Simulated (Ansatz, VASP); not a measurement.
# Cross-check of MoS2 between VASP and Ansatz

One calculation is typed for both programs; each brings its own data sets and cutoff. How far apart do they land? The structure shown is the end of the Ansatz relaxation below.

Method: plane waves, with VASP 6.6.1 beside it; single point at PBEsol, in Ansatz 0.2.0.

## (1) The starting structure

The cell holds 3 atoms: 1 Mo and 2 S. Its edges and angles: a = 3.141 Å, b = 3.141 Å, c = 30.061 Å, α = 90.0°, β = 90.0°, γ = 120.0°. As first built, before any earlier steps moved the atoms (in the runner's words): one layer cut from the layered crystal. Vacuum lies along c.

## (2) Ansatz: relaxation, PBEsol

Ansatz runs on its default PAW (the set named soft_2) files.

This run makes the geometry at which the two programs are then compared.

The input, input.yaml:

```yaml
crystal:
  lattice:
    - [3.1689999973, 0.0, 0.0]
    - [-1.5844999987, 2.7444345023, 0.0]
    - [0.0, 0.0, 19.130296]
  atoms:
    - { symbol: Mo, position: [0.0, 0.0, 0.5] }
    - { symbol: S, position: [0.6666666667, 0.3333333333, 0.41818485] }
    - { symbol: S, position: [0.6666666667, 0.3333333333, 0.58181515] }
  periodic: [true, true, false]
kpoints:
  mp_grid: { grid: [8, 8, 1] }
scf:
  occupations: { method: fermi_dirac, width: 0.05 }
hamiltonian:
  xc: pbesol
output:
  forces: true
  stress: true
relax:
  f_tol: 0.02
  max_steps: 50
  cell: {}
```

Started as:

```sh
$ ansatz run input.yaml --threads 4 --pin off --max-ram 8192MiB --backend cpu --events-out ev --progress --plain --runs-dir out
```

Numbers of over 12 decimals in the logs are rounded to 6 here.

Log:

```text
Warning: crystal.periodic: the lattice vector that does not repeat stood 0.000° off the slab's normal, 19.130 Å along it as the deck builds it. The run solves the slab on a vector along the normal, 30.061 Å long, with every atom where it was (on the deck's vector they left 16.00 Å outside them, and the widest stretch free of ions among them is 1.57 Å). A fractional position that the run reports is one of the run's ce [...]
crystal.periodic: the lattice vector that does not repeat stood 0.000° off the slab's normal, 19.130 Å along it as the deck builds it. The run solves the slab on a vector along the normal, 30.061 Å long, with every atom where it was (on the deck's vector they left 16.00 Å outside them, and the widest stretch free of ions among them is 1.57 Å). A fractional position that the run reports is one of the run's cell, which [...]
Engine: ansatz 0.2.0, aarch64-unknown-linux-gnu
Pseudopotentials: kind: paw
Pseudopotential: Mo, paw, valence charge 14, recommended cutoff 420 eV (normal), Mo.paw.azcp
Pseudopotential: S, paw, valence charge 6, recommended cutoff 420 eV (normal), S.paw.azcp
Functional definition: PBEsol
  exchange = pbesol_x
  correlation = pbesol_c
Crystal: 3 atoms, lattice volume = 261.440 Å³
Basis set: ecut = 420 eV, 5093 PW (Γ), exchange–correlation on 48×48×432 points (8 copies of the dense FFT grid, shifted against one another)
Bands: 17, of which v1, the nominal top of the filled ones, is band 13 counted from 1 (12 counted from 0)
Symmetry: 12 space group operations
Space group: P-6m2 (ITA 187), of the structure as read, at distance tolerance 6.4e-5 Å
k-points: 10 of 64 (time reversal used)
Non-local potential: Mo, projectors of the file, l = 0: 3, l = 1: 2, l = 2: 2, l = 3: 1
Non-local potential: S, projectors of the file, l = 0: 2, l = 1: 2, l = 2: 2
PAW form: soft (Blöchl's): semilocal exchange-correlation on the pseudo side does not see the compensation charge
PAW frozen core: Mo, regenerated for the run's functional, and the local potential with it (the file was generated under x = pbe(κ = 0.804, μ = 0.219515), c = pbe(β = 0.066725))
PAW frozen core: S, regenerated for the run's functional, and the local potential with it (the file was generated under x = pbe(κ = 0.804, μ = 0.219515), c = pbe(β = 0.066725))
PAW one-centre angular grid: Mo, 590 points (default); XC on 64 Gauss nodes
PAW one-centre angular grid: S, 110 points (default); XC on 64 Gauss nodes
Initial density: superposition of atomic densities (neutral atoms: chi_scale 0, normalization atom), corrected by the library's trained network
Initial wavefunctions: pseudopotential atomic-orbital guess
Functional: x = pbesol(κ = 0.804, μ = 0.123457), c = pbesol(β = 0.046)
SCF iter   1: F=—  HF=-6670.125370 eV  |F-HF|=—  |Δ(HF+E_count)|=         —  Δρ=3.21e-3  dr2=3.22e-2  ethr=1.77e-3  ⟨swp⟩=14.3  Hψ=1702  notcnv=0
preconditioner: auto → none  [insulator: Δε(μ)=1.901 eV  Ē_g=8.049 eV  σ=0.050 eV  W_gap=1.00  n_scr=16 (ndim 8)  ℏωp=9.7 eV  f_vac=0.766  D(μ)=0.00/eV (n_scr^D=0)  ε∞_Penn≈2.5]
SCF iter   2: F=—  HF=-6670.143805 eV  |F-HF|=—  |Δ(HF+E_count)|=   1.84e-2  Δρ=3.99e-3  dr2=1.24e-1  ethr=1.24e-4  ⟨swp⟩=4.1  Hψ=491  notcnv=0
SCF iter   3: F=—  HF=-6670.128272 eV  |F-HF|=—  |Δ(HF+E_count)|=   1.55e-2  Δρ=1.36e-3  dr2=6.79e-3  ethr=1.24e-4  ⟨swp⟩=2.8  Hψ=301  notcnv=0
SCF iter   4: F=—  HF=-6670.129037 eV  |F-HF|=—  |Δ(HF+E_count)|=   7.65e-4  Δρ=3.72e-4  dr2=1.53e-4  ethr=2.61e-5  ⟨swp⟩=2.6  Hψ=316  notcnv=0
SCF iter   5: F=—  HF=-6670.129239 eV  |F-HF|=—  |Δ(HF+E_count)|=   2.02e-4  Δρ=6.21e-5  dr2=8.27e-6  ethr=5.90e-7  ⟨swp⟩=3.6  Hψ=417  notcnv=0
SCF iter   6: F=—  HF=-6670.129226 eV  |F-HF|=—  |Δ(HF+E_count)|=   1.37e-5  Δρ=1.58e-5  dr2=6.23e-7  ethr=3.18e-8  ⟨swp⟩=3.4  Hψ=362  notcnv=0
SCF iter   7: F=-6670.129226 eV  HF=-6670.129226 eV  |F-HF|=3.43e-8  |Δ(HF+E_count)|=   1.25e-7  Δρ=2.77e-6  dr2=6.16e-8  ethr=3.85e-10  ⟨swp⟩=8.1  Hψ=943  notcnv=0
SCF 1 converged in 7 iterations: F = -6670.129226 eV  dr2 = 6.16e-8
  greatest PAW one-centre occupation: 0.999 electrons in one spin orbital (limit 2), on the Mo atom at site 0 (counted from 0), in its partial waves of l = 0
relax step   1: F+E_penalty+E_count = -6670.12922582 eV  Δ(F+E_penalty+E_count) = +0.000e0 eV  max|allowed force component| = 3.128e-1 eV/Å  Δτ_max = 0.0000 Å  P = -2.138 N/m  Ω = 261.440 Å³  fix = [c, alpha, beta]  reactions: c -0.000 N/m  (7 SCF iters, dr2 threshold 1.00e-7 eV, accepted)
[...]
relax step   2: F+E_penalty+E_count = -6670.14187232 eV  Δ(F+E_penalty+E_count) = -1.265e-2 eV  max|allowed force component| = 3.612e-2 eV/Å  Δτ_max = 0.0076 Å  P = +0.230 N/m  Ω = 256.307 Å³  energy of the carried Pulay correction = +8.180e-5 eV  fix = [c, alpha, beta]  reactions: c +0.000 N/m  (6 SCF iters, dr2 threshold 3.00e-7 eV, accepted)
[...]
relax step   3: F+E_penalty+E_count = -6670.14200384 eV  Δ(F+E_penalty+E_count) = -1.315e-4 eV  max|allowed force component| = 2.972e-3 eV/Å  Δτ_max = 0.0010 Å  P = -0.008 N/m  Ω = 256.769 Å³  energy of the carried Pulay correction = +7.438e-5 eV  fix = [c, alpha, beta]  reactions: c -0.000 N/m  (5 SCF iters, dr2 threshold 8.16e-8 eV, accepted)
[...]
relax step   4: F+E_penalty+E_count = -6670.14192843 eV  Δ(F+E_penalty+E_count) = +7.541e-5 eV  max|allowed force component| = 2.920e-3 eV/Å  Δτ_max = 0.0000 Å  P = -0.008 N/m  Ω = 256.769 Å³  fix = [c, alpha, beta]  reactions: c -0.000 N/m  stress off target by 7.85e-3 N/m on what of the cell is left free  SCF on the basis re-selected at this cell (its energy is not comparable with the rows above)  (7 SCF iters)
basis re-selected at this cell: Δ(F+E_penalty+E_count) = +7.541e-5 eV, ΔP = +0.000 N/m vs the last step (what re-selecting the basis moved, of the pressure what is left beyond the Pulay correction that the steps carried, after the strain that the cell walked since its last selection, with what the two solves' SCF thresholds leave and, on support functions, any second-order correction that the steps lacked; it is no m [...]
SCF converged after 7 iterations
Free energy (F): -6670.141928 eV
Harris-Foulkes:  -6670.141928 eV  (|F-HF|=5.09e-11)
Internal energy: -6670.141928 eV  (E = F + TS)
E sigma→0 (E₀):  -6670.141928 eV
Fermi energy:    -5.036508 eV
--- Per-component energies (eV) ---
  E_band       = -576.735742
  E_kinetic    = 656.629106
  E_local      = -45399.703794  (includes V_loc(G=0)·N_el)
  E_nonlocal   = 201.395195
  E_hartree    = 22262.105775
  E_xc         = -375.674463
  E_vxc        = -404.530397  (∫ρ·V_xc dr)
  E_paw        = -4311.918319  (= ΣΔE_a)
  E_vpaw       = -154.737504  (= ΣTr[D̂ρ^β])
  E_aug_tail   = 0.000032  (compensation charges beyond the density's cutoff)
  E_ewald      = 20296.691342
  E_core_change = 0.333198  (= ΣΔE_core)
  E_smearing   = -0.000000  (= −TS)
  E_closure    = 0.000000  (closes the sum)
  Σ components = -6670.141928   (vs F -6670.141928, Δ=0.00e0)
--- Forces (eV/Å), atoms counted from 1 ---
  atom   1  Mo    -0.00000000    -0.00000000     0.00000000
  atom   2  S      0.00000000     0.00000000     0.00292004
  atom   3  S      0.00000000     0.00000000    -0.00292004
  max |Σ_I F_I| component: 3.47e-17 eV/Å
--- 2D stress c σ (N/m, compression-positive) ---
       -0.007851      -0.000000      -0.000000
       -0.000000      -0.007851       0.000000
       -0.000000       0.000000      -0.000000
  P = ½ c Tr σ = -0.0079 N/m
--- Relaxed structure (3 steps of the walk, 3 accepted, 1 SCFs on fresh bases) ---
  F+E_penalty+E_count = -6670.14192843 eV   max|allowed force component| = 2.920e-3 eV/Å   (the final SCF, on the basis selected at the relaxed cell)
  cell:  # Å, volume = 256.7687 Å³
    - [3.140559, 2.8608461534491133e-11, 0]
    - [-1.570280, 2.719804, 0]
    - [0, 0, 30.060592]
  atoms:
    - { symbol: Mo, position: [-4.111937128504601e-17, 0, 0.318196] }
    - { symbol: S, position: [0.666667, 0.333333, 0.266349] }
    - { symbol: S, position: [0.666667, 0.333333, 0.370042] }
```

Reading the cycles: dr2 is the Hartree energy of the density residual (eV), the measure of convergence; HF is the Harris–Foulkes estimate of the energy, which meets the free energy F at convergence.

## (3) VASP: single point, PBEsol

The same cell, functional, mesh and smearing now go to VASP, with its own data sets and cutoff.

Lines of VASP's logs that name or quote its potential files are left out, and so is its time.

The input, INCAR:

```
SYSTEM = MoS2
PREC = Accurate
ENCUT = 400
EDIFF = 1E-06
NELM = 100
ISMEAR = -1
SIGMA = 0.05
LREAL = .FALSE.
ALGO = Normal
GGA = PS
NBANDS = 19
LORBIT = 11
LWAVE = .FALSE.
LCHARG = .FALSE.
KPAR = 2
ISIF = 0
LDIPOL = .TRUE.
IDIPOL = 3
DIPOL = 0.5 0.5 0.318
LVHAR = .TRUE.
```

The input, POSCAR:

```
MoS2
1.0
    3.1405591853      0.0000000000      0.0000000000
   -1.5702795927      2.7198040366      0.0000000000
    0.0000000000      0.0000000000     30.0605921471
Mo S
1 2
Direct
    0.0000000000      0.0000000000      0.3181955949
    0.6666666667      0.3333333333      0.2663491636
    0.6666666667      0.3333333333      0.3700420261
```

The input, KPOINTS:

```
Automatic mesh
0
Gamma
8 8 1
0 0 0
```

The projector-augmented-wave data sets are Mo_sv and S (PBE family, release 64).

Started as:

```sh
$ mpirun -np 2 vasp_std
```

Log:

```text
[banner, memory and clock lines left out]
running    2 mpi-ranks, on    1 nodes
 distrk:  each k-point on    1 cores,    2 groups
 distr:  one band on    1 cores,    1 groups

 POSCAR found type information on POSCAR MoS
 POSCAR found :  2 types and       3 ions
|                                                                             |
|               ----> ADVICE to this user running VASP <----                  |
|                                                                             |
|     You enforced a specific xc type in the INCAR file but a different       |
|     [... a line on the potential file left out ...]
|     I HOPE YOU KNOW WHAT YOU ARE DOING!                                     |
|                                                                             |

 LDA part: xc-table for (Slater+PW92), standard interpolation
 POSCAR, INCAR and KPOINTS ok, starting setup
 FFT: planning ... GRIDC
 FFT: planning ... GRID_SOFT
 FFT: planning ... GRID
 WAVECAR not read
 entering main loop
       N       E                     dE             d eps       ncg     rms          rms(c)
DAV:   1     0.131534177412E+03    0.13153E+03   -0.11950E+04   540   0.848E+02
DAV:   2    -0.137610717783E+02   -0.14530E+03   -0.14078E+03   547   0.198E+02
DAV:   3    -0.247719625575E+02   -0.11011E+02   -0.10976E+02   557   0.518E+01
DAV:   4    -0.248842859451E+02   -0.11232E+00   -0.11194E+00   500   0.587E+00
DAV:   5    -0.248870852346E+02   -0.27993E-02   -0.27990E-02   518   0.863E-01    0.260E+01
DAV:   6    -0.237902836378E+02    0.10968E+01   -0.10012E+01   428   0.199E+01    0.891E+00
DAV:   7    -0.236335144273E+02    0.15677E+00   -0.50371E+00   434   0.129E+01    0.613E+00
DAV:   8    -0.234205247042E+02    0.21299E+00   -0.10842E+00   431   0.640E+00    0.157E+00
DAV:   9    -0.234208472852E+02   -0.32258E-03   -0.43201E-02   487   0.123E+00    0.846E-01
DAV:  10    -0.234169262070E+02    0.39211E-02   -0.19685E-02   422   0.914E-01    0.101E-01
DAV:  11    -0.234166754244E+02    0.25078E-03   -0.71278E-04   436   0.185E-01    0.551E-02
DAV:  12    -0.234165846479E+02    0.90776E-04   -0.17588E-04   502   0.658E-02    0.272E-02
DAV:  13    -0.234165199415E+02    0.64706E-04   -0.28274E-04   475   0.752E-02    0.465E-02
DAV:  14    -0.234167895444E+02   -0.26960E-03   -0.10866E-04   478   0.507E-02    0.129E-02
DAV:  15    -0.234169108278E+02   -0.12128E-03   -0.18268E-05   502   0.214E-02    0.108E-02
DAV:  16    -0.234170570402E+02   -0.14621E-03   -0.10631E-05   468   0.166E-02    0.624E-03
DAV:  17    -0.234170996435E+02   -0.42603E-04   -0.18656E-06   402   0.703E-03    0.182E-03
DAV:  18    -0.234171295458E+02   -0.29902E-04   -0.19038E-06   394   0.530E-03    0.316E-03
DAV:  19    -0.234171407303E+02   -0.11185E-04   -0.49191E-07   358   0.384E-03    0.593E-04
DAV:  20    -0.234171477143E+02   -0.69839E-05   -0.20028E-07   324   0.137E-03    0.682E-04
DAV:  21    -0.234171514754E+02   -0.37611E-05   -0.85982E-08   342   0.900E-04    0.391E-04
DAV:  22    -0.234171536052E+02   -0.21299E-05   -0.40902E-08   305   0.583E-04    0.217E-04
DAV:  23    -0.234171544316E+02   -0.82635E-06   -0.93655E-09   259   0.324E-04
   1 F= -.23417154E+02 E0= -.23417154E+02  d E =-.429347E-09
```

Parts of OUTCAR (step 3):

```text
ion  position               nearest neighbor table
   1  0.000  0.000  0.318-   3 2.39   3 2.39   3 2.39   2 2.39   2 2.39   2 2.39
   2  0.667  0.333  0.266-   1 2.39   1 2.39   1 2.39
   3  0.667  0.333  0.370-   1 2.39   1 2.39   1 2.39

  LATTYP: Found a hexagonal cell.
 ALAT       =     3.1405591853
 C/A-ratio  =     9.5717324124

 Subroutine GETGRP returns: Found 12 space group operations
 (whereof  6 operations were pure point group operations)

The static configuration has the point symmetry C_3v.
 The point group associated with its full space group is D_3h.

 Found     10 irreducible k-points:

   k-points           NKPTS =     10   k-points in BZ     NKDIM =     10   number of bands    NBANDS=     19

   dimension x,y,z NGX =    20 NGY =   20 NGZ =  196
   dimension x,y,z NGXF=    40 NGYF=   40 NGZF=  392

   ENCUT  =  400.0 eV  29.40 Ry    5.42 a.u.   5.12  5.12 49.02*2*pi/ulx,y,z

   NELECT =      26.0000    total number of electrons

 k-points in reciprocal lattice and weights: Automatic mesh
   0.00000000  0.00000000  0.00000000       0.016
   0.12500000  0.00000000  0.00000000       0.094
   0.25000000  0.00000000  0.00000000       0.094
   0.37500000  0.00000000  0.00000000       0.094
   0.50000000  0.00000000  0.00000000       0.047
   0.12500000  0.12500000  0.00000000       0.094
   0.25000000  0.12500000  0.00000000       0.188
   0.37500000  0.12500000  0.00000000       0.188
   0.25000000  0.25000000  0.00000000       0.094
   0.37500000  0.25000000  0.00000000       0.094

 dipolmoment           0.000000      0.000000      0.000005 electrons x Angstroem

 average (electrostatic) potential at core
       1 -84.5423       2 -94.5405       3 -94.5405

 E-fermi :  -2.3571

 k-point     1 :       0.0000    0.0000    0.0000
  band No.  band energies     occupation
    ...
      9      -5.9160      2.00000
     10      -5.1551      2.00000
     11      -4.7586      2.00000
     12      -4.7586      2.00000
     13      -3.3781      2.00000
     14      -0.4025      0.00000
     15      -0.4025      0.00000
     16      -0.1284      0.00000
     17      -0.1284      0.00000
     18       2.2225      0.00000
    ...

 k-point     2 :       0.1250    0.0000    0.0000
  band No.  band energies     occupation
    ...
      9      -5.9598      2.00000
     10      -5.6633      2.00000
     11      -5.1183      2.00000
     12      -4.3562      2.00000
     13      -3.4982      2.00000
     14      -0.7080      0.00000
     15      -0.6251      0.00000
     16      -0.3879      0.00000
     17      -0.0113      0.00000
     18       2.5901      0.00000
    ...

 k-point     3 :       0.2500    0.0000    0.0000
  band No.  band energies     occupation
    ...
      9      -6.9829      2.00000
     10      -5.7905      2.00000
     11      -5.0329      2.00000
     12      -4.6393      2.00000
     13      -4.0751      2.00000
     14      -1.0910      0.00000
     15      -0.8217      0.00000
     16      -0.2768      0.00000
     17       0.6582      0.00000
     18       3.4248      0.00000
    ...

  energy-cutoff  :      400.00
  volume of cell :      256.77
      direct lattice vectors                 reciprocal lattice vectors
     3.140559185  0.000000000  0.000000000     0.318414633  0.183836774  0.000000000
    -1.570279593  2.719804037  0.000000000     0.000000000  0.367673548  0.000000000
     0.000000000  0.000000000 30.060592147     0.000000000  0.000000000  0.033266144

 POSITION                                       TOTAL-FORCE (eV/Angst)
 -----------------------------------------------------------------------------------
      0.00000      0.00000      9.56515         0.000000     -0.000000     -0.000000
      1.57028      0.90660      8.00661        -0.000000      0.000000     -0.000096
      1.57028      0.90660     11.12368        -0.000000      0.000000      0.000096
 -----------------------------------------------------------------------------------
    total drift:                                0.000000     -0.000000      0.000076

  FREE ENERGIE OF THE ION-ELECTRON SYSTEM (eV)
  ---------------------------------------------------
  free  energy   TOTEN  =       -23.4171544316 eV

  energy  without entropy=      -23.4171544312  energy(sigma->0) =      -23.41715443

 vacuum level on the upper side and lower side of the slab         2.646         2.646

 total charge
# of ion       s       p       d       tot
------------------------------------------
    1        2.300   6.233   3.992  12.525
    2        1.357   2.329   0.000   3.686
    3        1.357   2.329   0.000   3.686
--------------------------------------------------
tot          5.015  10.890   3.992  19.897

[... 3 further parts left out ...]
```

This run has no spin polarisation, so a moment on Mo, if there is one, isn't seen.

## (4) Differences

Known differences besides the potentials themselves: Ansatz cuts the interaction across the vacuum, VASP repeats the sheet with a dipole correction; the cutoff is 420 eV in Ansatz and 400 eV in VASP; Ansatz makes its cores anew for this functional, VASP keeps those of its PBE data sets; VASP leaves aspherical gradient terms in its spheres out (LASPH is not set), Ansatz keeps them. Total energies have different zeros and are not compared.

Both answers:

| quantity | Ansatz | VASP | difference |
| --- | --- | --- | --- |
| gap on the k mesh (eV) | 2.064 | 2.074 | -0.010 |

At this near-relaxed geometry the largest component of a force difference is 3 meV/Å. A gap on the mesh is an upper bound, since the band edges may lie between its points.

## (5) Further runs

Further runs change the set-up of one program: Ansatz's method, potentials or start, or VASP's data sets, cutoff or form of LDA. The table gives Ansatz less VASP for each quantity, since a change that brings one quantity closer may part another.

| run | r.m.s. force difference (meV/Å) | gap on the k mesh (eV) |
| --- | --- | --- |
| as above | 1.4 | -0.010 |
| VASP with the data sets Mo_sv_GW and S_GW and a cutoff of 560 eV | 10 | 8.0e-5 |
| VASP with the data sets Mo_sv and S_h and a cutoff of 650 eV | 8.7 | -0.0077 |

## (6) Results

```
difference in gap on the k mesh (single point, PBEsol) : -0.010 eV
```

**Reading.** The difference in gap on the k mesh is -0.010 eV (single point, PBEsol), within the 0.08 eV picked in this series as the mark of a large difference. Single point, PBEsol, VASP with the data sets Mo_sv_GW and S_GW and a cutoff of 560 eV: r.m.s. force difference goes from 1.4 to 10 meV/Å; the difference in gap on the k mesh goes from -0.010 to 8.0e-5 eV. Single point, PBEsol, VASP with the data sets Mo_sv and S_h and a cutoff of 650 eV: r.m.s. force difference goes from 1.4 to 8.7 meV/Å. How closely two codes agree says nothing of how well the functional describes the real material.

[Lines on the potential files, build, host, timing and source positions are cut from VASP's logs without a mark.]

[Logs are printed without paths, hosts, clocks, repeated set-up lines and the standing remarks that a program may print on its own settings, such as how far it seeks lower states.]

[Hosts, paths, dates, database ids (printed as entryN), source tags and the programs' standing remarks are cut or masked in the printed files.]
